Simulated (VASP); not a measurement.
These are PBE GGA, VASP's PBE PAW potentials (set 64) (plane waves; VASP 6.6.1) values and carry that method's errors.

A VASP calculation is set up with these files.

### INCAR
```
SYSTEM = SiO2
PREC = Normal
ENCUT = 450
EDIFF = 1E-5
NELM = 100
ALGO = Fast
LREAL = .FALSE.
LASPH = .TRUE.
ISMEAR = 0
SIGMA = 0.05
GGA = PE
LWAVE = .FALSE.
LCHARG = .FALSE.
NELMIN = 4
IBRION = 2
ISIF = 2
NSW = 20
EDIFFG = -0.03
```

**POSCAR**
```
SiO2
1
    4.2318021723     0.0000000000     0.0000000000
    0.0000000000     4.2318021723     0.0000000000
    0.0000000000     0.0000000000     2.6939014428
Si O
2 4
Direct
  0.0000000000   0.0000000000   0.0000000000
  0.5000000000   0.5000000000   0.5000000000
  0.3060000000   0.3060000000   0.0000000000
  0.8060000000   0.1940000000   0.5000000000
  0.1940000000   0.8060000000   0.5000000000
  0.6940000000   0.6940000000   0.0000000000
```

**KPOINTS**
```
Automatic mesh
0
Gamma
7 7 11
0 0 0
```

POTCAR, in this order: Si O (PBE.64 set). Program: vasp_std.

Output of the run:

OUTCAR:
```
 ion  position               nearest neighbor table
   1  0.000  0.000  0.000-   4 1.78   5 1.78   4 1.78   5 1.78   3 1.83   6 1.83
   2  0.500  0.500  0.500-   3 1.78   6 1.78   3 1.78   6 1.78   5 1.83   4 1.83
   3  0.306  0.306  0.000-   2 1.78   2 1.78   1 1.83
   4  0.806  0.194  0.500-   1 1.78   1 1.78   2 1.83
   5  0.194  0.806  0.500-   1 1.78   1 1.78   2 1.83
   6  0.694  0.694  0.000-   2 1.78   2 1.78   1 1.83
  LATTYP: Found a simple tetragonal cell.
 ALAT       =     4.2318021723
 C/A-ratio  =     0.6365849189
 Subroutine PRICEL returns:
 Original cell was already a primitive cell.
 Subroutine GETGRP returns: Found 16 space group operations
The static configuration has the point symmetry D_2h.
 The point group associated with its full space group is D_4h.
The dynamic configuration has the point symmetry D_2h.
 Subroutine INISYM returns: Found 16 space group operations
 Subroutine IBZKPT returns following result:
 Found     60 irreducible k-points:

 Following reciprocal coordinates:
            Coordinates               Weight
  0.000000  0.000000  0.000000      1.000000
  0.142857  0.000000  0.000000      4.000000
  0.285714  0.000000  0.000000      4.000000
  0.428571  0.000000  0.000000      4.000000
  0.142857  0.142857  0.000000      4.000000
  0.285714  0.142857  0.000000      8.000000
  0.428571  0.142857  0.000000      8.000000
  0.285714  0.285714  0.000000      4.000000
  0.428571  0.285714  0.000000      8.000000
  0.428571  0.428571  0.000000      4.000000
  0.000000  0.000000  0.090909      2.000000
  0.142857  0.000000  0.090909      8.000000
  0.285714  0.000000  0.090909      8.000000
  0.428571  0.000000  0.090909      8.000000
  0.142857  0.142857  0.090909      8.000000
  0.285714  0.142857  0.090909     16.000000
  0.428571  0.142857  0.090909     16.000000
  0.285714  0.285714  0.090909      8.000000
  0.428571  0.285714  0.090909     16.000000
  0.428571  0.428571  0.090909      8.000000
  0.000000  0.000000  0.181818      2.000000
  0.142857  0.000000  0.181818      8.000000
  0.285714  0.000000  0.181818      8.000000
  0.428571  0.000000  0.181818      8.000000
  0.142857  0.142857  0.181818      8.000000
  0.285714  0.142857  0.181818     16.000000
  0.428571  0.142857  0.181818     16.000000
  0.285714  0.285714  0.181818      8.000000
  0.428571  0.285714  0.181818     16.000000
  0.428571  0.428571  0.181818      8.000000
  0.000000  0.000000  0.272727      2.000000
  0.142857  0.000000  0.272727      8.000000
  0.285714  0.000000  0.272727      8.000000
  0.428571  0.000000  0.272727      8.000000
  0.142857  0.142857  0.272727      8.000000
  0.285714  0.142857  0.272727     16.000000
  0.428571  0.142857  0.272727     16.000000
  0.285714  0.285714  0.272727      8.000000
  0.428571  0.285714  0.272727     16.000000
  0.428571  0.428571  0.272727      8.000000
   k-points           NKPTS =     60   k-points in BZ     NKDIM =     60   number of bands    NBANDS=     20
   number of dos      NEDOS =    301   number of ions     NIONS =      6
   total plane-waves  NPLWV =   8064
   dimension x,y,z NGX =    24 NGY =   24 NGZ =   14
   dimension x,y,z NGXF=    48 NGYF=   48 NGZF=   28
   ions per type =               2   4
   PREC   = normal    normal or accurate (medium, high low for compatibility)
   ISTART =      0    job   : 0-new  1-cont  2-samecut
   ICHARG =      2    charge: 1-file 2-atom 10-const
   ISPIN  =      1    spin polarized calculation?
   LNONCOLLINEAR =      F non collinear calculations
   LSORBIT =      F    spin-orbit coupling
   INIWAV =      1    electr: 0-lowe 1-rand  2-diag
...
```

OSZICAR:
```
       N       E                     dE             d eps       ncg     rms          rms(c)
DAV:   1     0.151567500339E+03    0.15157E+03   -0.16830E+04  2424   0.137E+03
DAV:   2    -0.441843869875E+02   -0.19575E+03   -0.18803E+03  3212   0.306E+02
DAV:   3    -0.508336214956E+02   -0.66492E+01   -0.66277E+01  2876   0.611E+01
DAV:   4    -0.508863225668E+02   -0.52701E-01   -0.52631E-01  2836   0.618E+00
DAV:   5    -0.508869451665E+02   -0.62260E-03   -0.62251E-03  2800   0.639E-01    0.169E+01
RMM:   6    -0.461875553382E+02    0.46994E+01   -0.17063E+01  2400   0.273E+01    0.683E+00
RMM:   7    -0.463221772697E+02   -0.13462E+00   -0.22422E+00  2400   0.916E+00    0.317E+00
RMM:   8    -0.463322753697E+02   -0.10098E-01   -0.14372E-01  2400   0.354E+00    0.651E-01
RMM:   9    -0.463370357719E+02   -0.47604E-02   -0.20252E-02  2419   0.129E+00    0.307E-01
RMM:  10    -0.463382335285E+02   -0.11978E-02   -0.17151E-02  2400   0.853E-01    0.234E-01
RMM:  11    -0.463373995918E+02    0.83394E-03   -0.24557E-03  2400   0.355E-01    0.563E-02
RMM:  12    -0.463374203211E+02   -0.20729E-04   -0.11631E-03  2400   0.245E-01    0.347E-02
RMM:  13    -0.463374153228E+02    0.49983E-05   -0.72452E-05  2100   0.627E-02
   1 F= -.46337415E+02 E0= -.46337415E+02  d E =-.463374E+02
       N       E                     dE             d eps       ncg     rms          rms(c)
DAV:   1    -0.463367271254E+02    0.69320E-03   -0.10715E+00  2728   0.874E+00    0.233E-01
RMM:   2    -0.463385701288E+02   -0.18430E-02   -0.22468E-02  2400   0.122E+00    0.941E-02
RMM:   3    -0.463384983855E+02    0.71743E-04   -0.18410E-03  2401   0.369E-01    0.448E-02
RMM:   4    -0.463384764850E+02    0.21901E-04   -0.39496E-04  2401   0.159E-01    0.129E-02
RMM:   5    -0.463384827930E+02   -0.63079E-05   -0.59244E-05  1842   0.547E-02
   2 F= -.46338483E+02 E0= -.46338483E+02  d E =-.106747E-02
       N       E                     dE             d eps       ncg     rms          rms(c)
DAV:   1    -0.463386066237E+02   -0.13014E-03   -0.10841E-01  2684   0.278E+00    0.727E-02
RMM:   2    -0.463387865473E+02   -0.17992E-03   -0.22198E-03  2400   0.384E-01    0.304E-02
RMM:   3    -0.463387764496E+02    0.10098E-04   -0.17333E-04  2399   0.115E-01    0.145E-02
RMM:   4    -0.463387734959E+02    0.29537E-05   -0.37784E-05  1740   0.493E-02
   3 F= -.46338773E+02 E0= -.46338773E+02  d E =-.135817E-02
```

**OUTCAR**
```
------------------------ aborting loop because EDIFF is reached ----------------------------------------
  FORCE on cell =-STRESS in cart. coord.  units (eV):
  Direction    XX          YY          ZZ          XY          YZ          ZX
  --------------------------------------------------------------------------------------
  Total       -0.4409169     -0.4409169     -0.3993491     -0.0000000      0.0000000      0.0000000
  in kB      -14.6431625    -14.6431625    -13.2626661     -0.0000000      0.0000000      0.0000000
  external PRESSURE =     -14.1829970 kB  Pullay stress =       0.0000000 kB
  volume of cell :       48.24
      direct lattice vectors                 reciprocal lattice vectors
     4.231802172  0.000000000  0.000000000     0.236305942  0.000000000  0.000000000
     0.000000000  4.231802172  0.000000000     0.000000000  0.236305942  0.000000000
     0.000000000  0.000000000  2.693901443     0.000000000  0.000000000  0.371208829
 POSITION                                       TOTAL-FORCE (eV/Angst)
 -----------------------------------------------------------------------------------
      0.00000      0.00000      0.00000         0.000000      0.000000      0.000000
      2.11590      2.11590      1.34695         0.000000      0.000000      0.000000
      1.29827      1.29827      0.00000         0.001481      0.001481      0.000000
      3.41417      0.81763      1.34695         0.001481     -0.001481      0.000000
      0.81763      3.41417      1.34695        -0.001481      0.001481      0.000000
      2.93353      2.93353      0.00000        -0.001481     -0.001481      0.000000
 -----------------------------------------------------------------------------------
    total drift:                                0.000000     -0.000000     -0.000000
  FREE ENERGIE OF THE ION-ELECTRON SYSTEM (eV)
  ---------------------------------------------------
  free  energy   TOTEN  =       -46.3387734959 eV

  energy  without entropy=      -46.3387734959  energy(sigma->0) =      -46.33877350

 reached required accuracy - stopping structural energy minimisation
```
(Selected blocks of OUTCAR.)

### CONTCAR
```
SiO2
   1.00000000000000
     4.2318021723000001    0.0000000000000000    0.0000000000000000
     0.0000000000000000    4.2318021723000001    0.0000000000000000
     0.0000000000000000    0.0000000000000000    2.6939014428000001
  Si              O
     2     4
Direct
     0.0000000000000000    0.0000000000000000    0.0000000000000000
     0.5000000000000000    0.5000000000000000    0.5000000000000000
     0.3067897770873569    0.3067897770873569    0.0000000000000000
     0.8067897770873569    0.1932102229126431    0.5000000000000000
     0.1932102229126431    0.8067897770873569    0.5000000000000000
     0.6932102229126431    0.6932102229126431    0.0000000000000000
```

At this cut-off the stress carries a Pulay error, which pulls relaxed volumes low.

The compound is SiO2 in the rutile structure, stishovite, a high-pressure form. This run relaxes the ions in a fixed cell. Symmetry was kept, so distortions that lower it aren't found.
